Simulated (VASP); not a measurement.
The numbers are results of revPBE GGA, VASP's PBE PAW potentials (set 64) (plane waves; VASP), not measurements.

VASP input:

### INCAR
```
SYSTEM = NaF
PREC = Accurate; ENCUT = 520; LREAL = .FALSE.
LASPH = .TRUE.
EDIFF = 1E-6; NELM = 100; ALGO = Normal
ISMEAR = 0; SIGMA = 0.05
GGA = RE
IBRION = 2; NSW = 60; ISIF = 3
EDIFFG = -0.01
LWAVE = .FALSE.; LCHARG = .FALSE.
```

### POSCAR
```
NaF
1.0
  0.0000000000   2.3150000000   2.3150000000
  2.3150000000   0.0000000000   2.3150000000
  2.3150000000   2.3150000000   0.0000000000
Na F
1 1
direct
  0.0000000000   0.0000000000   0.0000000000
  0.5000000000   0.5000000000   0.5000000000
```

### KPOINTS
```
Automatic mesh
0
Gamma
9 9 9
0 0 0
```

POTCAR, in this order: Na_pv F (PBE.64 set). Program: vasp_std.

The run wrote:

File OSZICAR:
```
       N       E                     dE             d eps       ncg     rms          rms(c)
DAV:   1     0.109152404976E+03    0.10915E+03   -0.82985E+03   778   0.151E+03
DAV:   2    -0.287870680068E+01   -0.11203E+03   -0.10374E+03   812   0.363E+02
DAV:   3    -0.897723583016E+01   -0.60985E+01   -0.60753E+01   887   0.887E+01
DAV:   4    -0.904090211722E+01   -0.63666E-01   -0.63656E-01   839   0.938E+00
DAV:   5    -0.904157142562E+01   -0.66931E-03   -0.66930E-03   878   0.101E+00    0.556E+00
DAV:   6    -0.812593291820E+01    0.91564E+00   -0.38997E+00   940   0.186E+01    0.184E+00
DAV:   7    -0.812730031528E+01   -0.13674E-02   -0.32655E-02   779   0.273E+00    0.108E+00
DAV:   8    -0.814138915978E+01   -0.14089E-01   -0.40438E-02   773   0.438E+00    0.129E-01
DAV:   9    -0.814306353327E+01   -0.16744E-02   -0.69534E-03   830   0.101E+00    0.938E-02
DAV:  10    -0.814295459243E+01    0.10894E-03   -0.95529E-04   848   0.519E-01    0.165E-02
DAV:  11    -0.814295263989E+01    0.19525E-05   -0.33570E-05   839   0.666E-02    0.380E-03
DAV:  12    -0.814295429494E+01   -0.16550E-05   -0.50776E-06   791   0.304E-02    0.138E-03
DAV:  13    -0.814295420438E+01    0.90552E-07   -0.68647E-07   827   0.114E-02
   1 F= -.81429542E+01 E0= -.81429542E+01  d E =-.814295E+01
       N       E                     dE             d eps       ncg     rms          rms(c)
DAV:   1    -0.860186533307E+01   -0.45891E+00   -0.86857E+00   905   0.517E+01    0.511E+00
DAV:   2    -0.821198434737E+01    0.38988E+00   -0.15216E+00   923   0.138E+01    0.138E+00
DAV:   3    -0.818635172109E+01    0.25633E-01   -0.51064E-02   863   0.486E+00    0.695E-01
DAV:   4    -0.817584465135E+01    0.10507E-01   -0.85196E-03   872   0.329E+00    0.975E-02
DAV:   5    -0.817543368341E+01    0.41097E-03   -0.12003E-03   926   0.591E-01    0.254E-02
DAV:   6    -0.817535118664E+01    0.82497E-04   -0.15648E-04   887   0.252E-01    0.128E-02
DAV:   7    -0.817535014008E+01    0.10466E-05   -0.86713E-06   788   0.394E-02    0.488E-03
DAV:   8    -0.817535134432E+01   -0.12042E-05   -0.10974E-06   785   0.192E-02    0.152E-03
DAV:   9    -0.817535111512E+01    0.22920E-06   -0.27046E-08   409   0.249E-03
   2 F= -.81753511E+01 E0= -.81753511E+01  d E =-.323969E-01
       N       E                     dE             d eps       ncg     rms          rms(c)
DAV:   1    -0.849093010873E+01   -0.31558E+00   -0.62509E+00   908   0.433E+01    0.436E+00
DAV:   2    -0.820760008860E+01    0.28333E+00   -0.11562E+00   943   0.116E+01    0.116E+00
DAV:   3    -0.818907674631E+01    0.18523E-01   -0.34840E-02   868   0.396E+00    0.603E-01
DAV:   4    -0.818133246835E+01    0.77443E-02   -0.63916E-03   875   0.264E+00    0.757E-02
DAV:   5    -0.818104271168E+01    0.28976E-03   -0.77760E-04   968   0.481E-01    0.210E-02
DAV:   6    -0.818098141548E+01    0.61296E-04   -0.10345E-04   878   0.208E-01    0.100E-02
DAV:   7    -0.818098141919E+01   -0.37103E-08   -0.58047E-06   773   0.325E-02
   3 F= -.81809814E+01 E0= -.81809814E+01  d E =-.380272E-01
       N       E                     dE             d eps       ncg     rms          rms(c)
DAV:   1    -0.819984652531E+01   -0.18865E-01   -0.36145E-01   908   0.100E+01    0.107E+00
DAV:   2    -0.818303268125E+01    0.16814E-01   -0.72786E-02   923   0.284E+00    0.286E-01
DAV:   3    -0.818186584924E+01    0.11668E-02   -0.21318E-03   882   0.121E+00    0.153E-01
DAV:   4    -0.818140799560E+01    0.45785E-03   -0.40457E-04   872   0.729E-01    0.210E-02
DAV:   5    -0.818139380674E+01    0.14189E-04   -0.52508E-05   971   0.127E-01    0.563E-03
DAV:   6    -0.818139042314E+01    0.33836E-05   -0.74416E-06   839   0.548E-02    0.245E-03
DAV:   7    -0.818139026409E+01    0.15905E-06   -0.35020E-07   385   0.911E-03
   4 F= -.81813903E+01 E0= -.81813903E+01  d E =-.384361E-01
```

### OUTCAR
```
------------------------ aborting loop because EDIFF is reached ----------------------------------------
  FORCE on cell =-STRESS in cart. coord.  units (eV):
  Direction    XX          YY          ZZ          XY          YZ          ZX
  --------------------------------------------------------------------------------------
  Total        0.0189120      0.0189120      0.0189120      0.0000000      0.0000000      0.0000000
  in kB        1.1099220      1.1099220      1.1099220      0.0000000      0.0000000      0.0000000
  external PRESSURE =       1.1099220 kB  Pullay stress =       0.0000000 kB
  volume of cell :       27.30
      direct lattice vectors                 reciprocal lattice vectors
     0.000000000  2.389873624  2.389873624    -0.209216084  0.209216084  0.209216084
     2.389873624  0.000000000  2.389873624     0.209216084 -0.209216084  0.209216084
     2.389873624  2.389873624  0.000000000     0.209216084  0.209216084 -0.209216084
  FREE ENERGIE OF THE ION-ELECTRON SYSTEM (eV)
  ---------------------------------------------------
  free  energy   TOTEN  =        -8.1813902641 eV

  energy  without entropy=       -8.1813902641  energy(sigma->0) =       -8.18139026

 reached required accuracy - stopping structural energy minimisation
```
(Selected blocks of OUTCAR.)

CONTCAR:
```
NaF
   1.00000000000000
     0.0000000000000000    2.3898736241918237    2.3898736241918237
     2.3898736241918237    0.0000000000000000    2.3898736241918237
     2.3898736241918237    2.3898736241918237    0.0000000000000000
  Na              F
     1     1
Direct
     0.0000000000000000    0.0000000000000000    0.0000000000000000
     0.5000000000000000    0.5000000000000000    0.5000000000000000
```

File OUTCAR:
```
 val. band max:       -2.2698981635   @ k =   0.0000   0.0000   0.0000

 cond. band min:       3.8408131305   @ k =   0.0000   0.0000   0.0000


 Fermi energy:        -2.0276934366

 k-point     1 :       0.0000    0.0000    0.0000
  band No.  band energies     occupation
      1     -21.5850      2.00000
      2     -21.5850      2.00000
      3     -21.5850      2.00000
      4     -21.3790      2.00000
      5      -2.2699      2.00000
      6      -2.2699      2.00000
      7      -2.2699      2.00000
      8       3.8408      0.00000
      9      16.3151      0.00000
     10      16.3151      0.00000
     11      16.3152      0.00000

 k-point     2 :       0.1111    0.0000    0.0000
  band No.  band energies     occupation
      1     -21.7280      2.00000
      2     -21.5861      2.00000
      3     -21.5861      2.00000
      4     -21.2249      2.00000
      5      -2.4719      2.00000
      6      -2.2946      2.00000
      7      -2.2946      2.00000
      8       4.2427      0.00000
      9      14.8950      0.00000
     10      16.4747      0.00000
     11      16.4747      0.00000

 k-point     3 :       0.2222    0.0000    0.0000
  band No.  band energies     occupation
      1     -21.9054      2.00000
      2     -21.5888      2.00000
      3     -21.5888      2.00000
      4     -21.0162      2.00000
      5      -2.9160      2.00000
      6      -2.3565      2.00000
      7      -2.3565      2.00000
      8       5.2692      0.00000
      9      13.0044      0.00000
     10      16.8366      0.00000
     11      16.8366      0.00000

 k-point     4 :       0.3333    0.0000    0.0000
  band No.  band energies     occupation
      1     -22.0359      2.00000
      2     -21.5919      2.00000
      3     -21.5919      2.00000
      4     -20.8499      2.00000
      5      -3.3436      2.00000
      6      -2.4257      2.00000
      7      -2.4257      2.00000
      8       6.6033      0.00000
      9      11.3690      0.00000
...
```

Energy and stress use the plane-wave basis of the starting cell.

The compound is NaF in the rock salt structure. This run relaxes it. Symmetry was kept, so distortions that lower it aren't found.
